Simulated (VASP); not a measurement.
All values below come from PBEsol GGA, VASP's PBE PAW potentials (set 64) (plane waves; VASP).

The input files of a VASP run:

**POSCAR**
```
AlV
1
    1.7681700000    -1.9561150000     0.0000000000
    1.7681700000     1.9561150000     0.0000000000
    0.0000000000     0.0000000000     4.0544100000
Al V
1 1
Direct
  0.0082950000  -0.0019740000  -0.0047510000
  0.4917050000   0.5019740000   0.5047510000
```

INCAR:
```
# general
SYSTEM  = AlV
PREC    = Accurate
ENCUT   = 300
LREAL   = F
LASPH   = T   # aspherical one-centre terms

# electronic loop
EDIFF   = 1E-6   # SCF stop (eV)
NELM    = 100
ALGO    = Normal   # blocked Davidson
LMAXMIX = 4   # l cut-off of mixed one-centre charges

# smearing
ISMEAR  = 0   # Gaussian
SIGMA   = 0.1

# functional
GGA     = PS   # PBEsol

# ions
ISIF    = 2

# output
LWAVE   = F
LCHARG  = F
```

### KPOINTS
```
Regular mesh
0
Gamma
  12 12 8
0 0 0
```

POTCAR, in this order: Al V_sv (PBE.64 set). Program: vasp_std.

Output

**OSZICAR**
```
       N       E                     dE             d eps       ncg     rms          rms(c)
DAV:   1     0.706925290499E+02    0.70693E+02   -0.76911E+03 16812   0.869E+02
DAV:   2    -0.146104401926E+02   -0.85303E+02   -0.82594E+02 14380   0.284E+02
DAV:   3    -0.162821910971E+02   -0.16718E+01   -0.16042E+01 17304   0.429E+01
DAV:   4    -0.163038794567E+02   -0.21688E-01   -0.21636E-01 14752   0.464E+00
DAV:   5    -0.163042591671E+02   -0.37971E-03   -0.37966E-03 16804   0.623E-01    0.188E+01
DAV:   6    -0.148828815106E+02    0.14214E+01   -0.18270E+01 15264   0.500E+01    0.658E+00
DAV:   7    -0.141927584153E+02    0.69012E+00   -0.40926E+00 14992   0.238E+01    0.357E+00
DAV:   8    -0.141397914793E+02    0.52967E-01   -0.26474E-01 15528   0.608E+00    0.519E-01
DAV:   9    -0.141369401588E+02    0.28513E-02   -0.10417E-02 15172   0.140E+00    0.200E-01
DAV:  10    -0.141367623927E+02    0.17777E-03   -0.68903E-04 15672   0.346E-01    0.956E-02
DAV:  11    -0.141367223030E+02    0.40090E-04   -0.22620E-04 15724   0.186E-01    0.444E-02
DAV:  12    -0.141367191917E+02    0.31112E-05   -0.10859E-05 15296   0.423E-02    0.653E-03
DAV:  13    -0.141367187585E+02    0.43323E-06   -0.28287E-07  7732   0.575E-03
   1 F= -.14136719E+02 E0= -.14133091E+02  d E =-.725467E-02
```

### OUTCAR
```
------------------------ aborting loop because EDIFF is reached ----------------------------------------
  FORCE on cell =-STRESS in cart. coord.  units (eV):
  Direction    XX          YY          ZZ          XY          YZ          ZX
  --------------------------------------------------------------------------------------
  Total       -0.4065234     -0.2289516     -0.3577614      0.0010742      0.0211681     -0.0208816
  in kB      -23.2230954    -13.0791078    -20.4375086      0.0613646      1.2092494     -1.1928864
  external PRESSURE =     -18.9132373 kB  Pullay stress =       0.0000000 kB
  volume of cell :       28.05
      direct lattice vectors                 reciprocal lattice vectors
     1.768170000 -1.956115000  0.000000000     0.282778240 -0.255608694  0.000000000
     1.768170000  1.956115000  0.000000000     0.282778240  0.255608694  0.000000000
     0.000000000  0.000000000  4.054410000     0.000000000  0.000000000  0.246645011
 POSITION                                       TOTAL-FORCE (eV/Angst)
 -----------------------------------------------------------------------------------
      1.77935      1.93603      4.03515        -0.116938      0.123748      0.262789
      1.75699      0.02009      2.04647         0.116938     -0.123748     -0.262789
 -----------------------------------------------------------------------------------
    total drift:                                0.000306     -0.001008      0.001532
  FREE ENERGIE OF THE ION-ELECTRON SYSTEM (eV)
  ---------------------------------------------------
  free  energy   TOTEN  =       -14.1367187585 eV

  energy  without entropy=      -14.1294640917  energy(sigma->0) =      -14.13309143
```
(Selected blocks of OUTCAR.)

### OUTCAR
```
 val. band max:        9.3979654785   @ k =   0.2500   0.5000   0.0000

 cond. band min:       9.4125633181   @ k =   0.2500  -0.0000   0.5000


 Fermi energy:         9.4036736057

 k-point     1 :       0.0000    0.0000    0.0000
  band No.  band energies     occupation
      1     -54.3997      2.00000
      2     -28.4741      2.00000
      3     -28.0727      2.00000
      4     -27.9992      2.00000
      5      -0.5758      2.00000
      6       6.6576      2.00000
      7       7.8244      2.00000
      8       8.1633      2.00000
      9      10.7310      0.00000
     10      11.0426      0.00000
     11      11.8859      0.00000
     12      14.5988      0.00000

 k-point     2 :       0.0833    0.0000    0.0000
  band No.  band energies     occupation
      1     -54.3949      2.00000
      2     -28.4696      2.00000
      3     -28.0942      2.00000
      4     -28.0125      2.00000
      5      -0.4194      2.00000
      6       6.7888      2.00000
      7       7.8931      2.00000
      8       8.0528      2.00000
      9      10.8299      0.00000
     10      11.1113      0.00000
     11      11.7730      0.00000
     12      14.6184      0.00000

 k-point     3 :       0.0000    0.0833    0.0000
  band No.  band energies     occupation
      1     -54.3949      2.00000
      2     -28.4696      2.00000
      3     -28.0943      2.00000
      4     -28.0124      2.00000
      5      -0.4194      2.00000
      6       6.7888      2.00000
      7       7.8931      2.00000
      8       8.0525      2.00000
      9      10.8303      0.00000
     10      11.1114      0.00000
     11      11.7729      0.00000
     12      14.6192      0.00000

 k-point     4 :       0.1667   -0.0000    0.0000
  band No.  band energies     occupation
      1     -54.3815      2.00000
      2     -28.4572      2.00000
      3     -28.1830      2.00000
      4     -28.0186      2.00000
      5       0.0439      2.00000
      6       7.1307      2.00000
...
```

At this cut-off the stress carries a Pulay error, which pulls relaxed volumes low.

The structure comes from a computed database's AlV entry; how it stands against other phases isn't given here. The cell was not relaxed at this level, atoms are displaced from their ideal sites. The run is not spin-polarised, so no magnetic state was tried.
